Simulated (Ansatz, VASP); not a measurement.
## Cross-check of Na3Y between VASP and Ansatz

Aim: how closely do two programs agree when they are given the same cell, functional and k mesh? The cell is generated by rule, not measured, and may not be a known phase. The cell is taken from a series of runs on this material, whose earlier steps may have relaxed, scaled, displaced or heated it; both programs get it as it stands.

Main program and level: Ansatz 0.2.0; plane waves, with VASP 6.6.1 beside it; zone-centre phonons at PBEsol.

The structure was built from a prototype and need not be the compound's stable phase.

## 1. The starting structure

It takes space group Fm-3m (No. 225, cubic). Conventional cell: a = 8.118 Å, b = 8.118 Å, c = 8.118 Å, α = 90.00°, β = 90.00°, γ = 90.00°. Nearest to Na lie 4 Y at 3.52 Å and 4 Na at 3.52 Å. Nearest to Na lie 8 Na at 3.52 Å. Y has 8 Na at 3.52 Å nearest. Farther neighbours are not listed.

Structure file:

```cif
data_structure
_symmetry_space_group_name_H-M 'P 1'
_symmetry_Int_Tables_number 1
_cell_length_a 5.7403
_cell_length_b 5.7403
_cell_length_c 5.7403
_cell_angle_alpha 60.000
_cell_angle_beta 60.000
_cell_angle_gamma 60.000
_cell_volume 133.75
loop_
_atom_site_label
_atom_site_type_symbol
_atom_site_fract_x
_atom_site_fract_y
_atom_site_fract_z
_atom_site_occupancy
Na1 Na 0.75000 0.75000 0.75000 1
Na2 Na 0.50000 0.50000 0.50000 1
Na3 Na 0.25000 0.25000 0.25000 1
Y4 Y 0.00000 0.00000 0.00000 1
```

## 2. Ansatz: zone-centre phonons, PBEsol

Ansatz runs on its default PAW (the set named soft_2) files.

Second derivatives magnify differences that forces hide, and they need a tight electronic threshold.

input.yaml reads:

```yaml
crystal:
  lattice:
    - [0.0, 4.0589774831, 4.0589774831]
    - [4.0589774831, 0.0, 4.0589774831]
    - [4.0589774831, 4.0589774831, 0.0]
  atoms:
    - { symbol: Na, position: [0.75, 0.75, 0.75] }
    - { symbol: Na, position: [0.5, 0.5, 0.5] }
    - { symbol: Na, position: [0.25, 0.25, 0.25] }
    - { symbol: "Y", position: [0.0, 0.0, 0.0] }
kpoints:
  mp_grid: { grid: [8, 8, 8] }
hamiltonian:
  xc: pbesol
scf:
  occupations: { method: methfessel_paxton, width: 0.15 }
output:
  eigenvalues: true
phonons:
  method: dfpt
```

Started as:

```bash
ansatz run input.yaml --threads 4 --pin off --max-ram 7168MiB --backend cpu --events-out ev --progress --plain --runs-dir out
```

Numbers of over 12 decimals in the logs are rounded to 6 here.

The program printed:

```text
zone centre: on kpoints.mp_grid the ground state, and the responses unless they are solved on pairs of k-points, stand on 59 of the mesh's 512 k-points, reduced under 8 symmetry operations, with k and −k counted as one. Each operation leaves every solved displacement unchanged or reverses it
Engine: ansatz 0.2.0, aarch64-unknown-linux-gnu
Pseudopotentials: kind: paw
Pseudopotential: Na, paw, valence charge 9, recommended cutoff 420 eV (normal), Na.paw.azcp
Pseudopotential: Y, paw, valence charge 11, recommended cutoff 420 eV (normal), Y.paw.azcp
Functional definition: PBEsol
  exchange = pbesol_x
  correlation = pbesol_c
Crystal: 4 atoms, lattice volume = 133.746 Å³
Basis set: ecut = 420 eV, 2685 PW (Γ), exchange–correlation on 80×80×80 points (8 copies of the dense FFT grid, shifted against one another)
Bands: 23, of which v1, the nominal top of the filled ones, is band 19 counted from 1 (18 counted from 0)
Symmetry: 48 space group operations
k-points: 59 of 512 (irreducible under 8 space group operations, time reversal used)
Non-local potential: Na, projectors of the file, l = 0: 3, l = 1: 2, l = 2: 1
Non-local potential: Y, projectors of the file, l = 0: 3, l = 1: 2, l = 2: 2, l = 3: 1
PAW form: soft (Blöchl's): semilocal exchange-correlation on the pseudo side does not see the compensation charge
PAW frozen core: Na, regenerated for the run's functional, and the local potential with it (the file was generated under x = pbe(κ = 0.804, μ = 0.219515), c = pbe(β = 0.066725))
PAW frozen core: Y, regenerated for the run's functional, and the local potential with it (the file was generated under x = pbe(κ = 0.804, μ = 0.219515), c = pbe(β = 0.066725))
PAW one-centre angular grid: Na, 110 points (default); XC on 64 Gauss nodes
PAW one-centre angular grid: Y, 590 points (default); XC on 64 Gauss nodes
Initial density: superposition of atomic densities (neutral atoms: chi_scale 0, normalization atom), corrected by the library's trained network
Initial wavefunctions: pseudopotential atomic-orbital guess
Functional: x = pbesol(κ = 0.804, μ = 0.123457), c = pbesol(β = 0.046)
SCF iter   1: F=—  HF=-8221.056512 eV  |F-HF|=—  |Δ(HF+E_count)|=         —  Δρ=2.30e-3  dr2=4.93e-3  ethr=1.77e-3  ⟨swp⟩=4.7  Hψ=4776  notcnv=0
preconditioner: auto → Kerker (q_TF=auto, 2.212 Å⁻¹)  [metal: Δε(μ)=0.050 eV  Ē_g=1.944 eV  σ=0.150 eV  W_gap=0.27  n_scr=26 (ndim 8)  ℏωp=7.9 eV  f_vac=0.000  D(μ)=3.78/eV (n_scr^D=26)]
SCF iter   2: F=—  HF=-8221.055074 eV  |F-HF|=—  |Δ(HF+E_count)|=   1.44e-3  S|Δr|=    0.00e0  Δρ=8.43e-4  dr2=1.58e-3  ethr=1.30e-5  ⟨swp⟩=2.0  Hψ=2942  notcnv=0
SCF iter   3: F=—  HF=-8221.054999 eV  |F-HF|=—  |Δ(HF+E_count)|=   7.52e-5  S|Δr|=    0.00e0  Δρ=3.84e-4  dr2=5.59e-4  ethr=4.15e-6  ⟨swp⟩=2.4  Hψ=1886  notcnv=0
SCF iter   4: F=—  HF=-8221.054878 eV  |F-HF|=—  |Δ(HF+E_count)|=   1.21e-4  S|Δr|=    0.00e0  Δρ=1.12e-4  dr2=3.97e-5  ethr=1.47e-6  ⟨swp⟩=2.0  Hψ=1527  notcnv=0
SCF iter   5: F=—  HF=-8221.054863 eV  |F-HF|=—  |Δ(HF+E_count)|=   1.51e-5  S|Δr|=    0.00e0  Δρ=3.56e-5  dr2=2.45e-6  ethr=1.05e-7  ⟨swp⟩=2.0  Hψ=1535  notcnv=0
SCF iter   6: F=—  HF=-8221.054860 eV  |F-HF|=—  |Δ(HF+E_count)|=   2.73e-6  S|Δr|=    0.00e0  Δρ=9.62e-6  dr2=1.30e-7  ethr=6.45e-9  ⟨swp⟩=2.0  Hψ=1538  notcnv=0
SCF iter   7: F=—  HF=-8221.054860 eV  |F-HF|=—  |Δ(HF+E_count)|=   3.62e-8  S|Δr|=    0.00e0  Δρ=3.49e-6  dr2=7.19e-9  ethr=3.42e-10  ⟨swp⟩=2.0  Hψ=2509  notcnv=0
SCF iter   8: F=—  HF=-8221.054860 eV  |F-HF|=—  |Δ(HF+E_count)|=   3.61e-9  S|Δr|=    0.00e0  Δρ=7.55e-7  dr2=5.63e-10  ethr=1.89e-11  ⟨swp⟩=2.0  Hψ=2325  notcnv=0
SCF iter   9: F=—  HF=-8221.054860 eV  |F-HF|=—  |Δ(HF+E_count)|=  5.42e-10  S|Δr|=    0.00e0  Δρ=1.76e-7  dr2=6.59e-11  ethr=1.48e-12  ⟨swp⟩=2.0  Hψ=2080  notcnv=0
SCF iter  10: F=-8221.054860 eV  HF=-8221.054860 eV  |F-HF|=1.82e-12  |Δ(HF+E_count)|=  1.82e-11  S|Δr|=    0.00e0  Δρ=5.23e-8  dr2=6.63e-12  ethr=1.00e-12  ⟨swp⟩=5.4  Hψ=5268  notcnv=0
SCF 1 converged in 10 iterations: F = -8221.054860 eV  dr2 = 6.63e-12
  greatest PAW one-centre occupation: 0.999 electrons in one spin orbital (limit 2), on the Na atom at site 2 (counted from 0), in its partial waves of l = 0
DFPT response loops at Γ: preconditioner auto → Kerker (q_TF=auto, 2.212 Å⁻¹) (partly filled bands, converged f_vac=0.000); β = 1.00, the filter's whole step (`scf.mixing.beta` (0.50) is not read by the response loops under this deck's `scf.mixing.preconditioner`; to damp them name `kerker` or `kerker_dos`, under which they read `scf.mixing.beta`, and type it under 1.00, their step now; both keys bind the ground state too); Broyden in place of MSR1
SCF converged after 10 iterations
Stability not checked: this state was not tested for a lower state beside it, because cold or Methfessel-Paxton smearing, or corrected tetrahedra, fill the levels in a way that the test cannot read (fill_not_monotonic; see scf.lower_state_search)
Free energy (F): -8221.054860 eV
Harris-Foulkes:  -8221.054860 eV  (|F-HF|=1.82e-12)
Internal energy: -8221.058310 eV  (E = F + TS)
E sigma→0 (E₀):  -8221.055723 eV
Entropy (-TS):   0.003450 eV (0.862 meV/atom)
Fermi energy:    3.813654 eV
--- Per-component energies (eV) ---
  E_band       = -840.098121
  E_kinetic    = 662.766411
  E_local      = -4865.266533  (includes V_loc(G=0)·N_el)
  E_nonlocal   = 399.955508
  E_hartree    = 1737.826997
  E_xc         = -282.869831
  E_vxc        = -341.793180  (∫ρ·V_xc dr)
  E_paw        = -3533.617608  (= ΣΔE_a)
  E_vpaw       = -171.414165  (= ΣTr[D̂ρ^β])
  E_aug_tail   = -0.000070  (compensation charges beyond the density's cutoff)
  E_ewald      = -2340.166038
  E_core_change = 0.312854  (= ΣΔE_core)
  E_smearing   = 0.003450  (= −TS)
  E_closure    = 0.000000  (closes the sum)
  Σ components = -8221.054860   (vs F -8221.054860, Δ=0.00e0)
--- Band table (eV; the first three rows and the last of 59) ---
  k-point 0: bands = [... 15 lower, -20.1878, -0.0205, 3.9965, 3.9965, 3.9965, 4.5429, 4.5429, 6.6725]
  k-point 1: bands = [... 15 lower, -20.1879, 0.0981, 3.8569, 4.0310, 4.0310, 4.5035, 4.5035, 6.0802]
  k-point 2: bands = [... 15 lower, -20.1879, 0.4464, 3.4196, 4.0479, 4.0479, 4.5296, 4.5296, 5.2272]
  k-point 58: bands = [... 15 lower, -20.1856, 2.5665, 2.7546, 2.8947, 2.8947, 4.7054, 4.8990, 4.8990]
--- Phonons (Γ-DFPT): 3 representative perturbations + reference, on 59 of 512 k-points (Σ response iterations 9) ---
  k mesh reduced under 8 symmetry operations, with k and −k counted as one. Each operation leaves every solved displacement unchanged or reverses it
  ASR residual: 4.811e-5 → 0.000e0 eV/Å²; symmetrization residual: 1.388e-6 eV/Å²
  ASR residual per site (eV/Å²): 4.81e-5 2.11e-5 4.81e-5 1.87e-5
  Γ frequencies (cm⁻¹): 0.00 0.00 0.00 113.34 113.34 113.34 132.20 132.20 132.20 154.30 154.30 154.30
  non-analytic LO–TO correction: not included (Born effective charges unavailable; polar crystals: no LO–TO splitting at Γ)
```

[end of part 1 of 2]

[Lines on the potential files, build, host, timing and source positions are cut from VASP's logs without a mark.]

[Logs are printed without paths, hosts, clocks, repeated set-up lines and the standing remarks that a program may print on its own settings, such as how far it seeks lower states.]

[Hosts, paths, dates, database ids (printed as entryN), source tags and the programs' standing remarks are cut or masked in the printed files.]
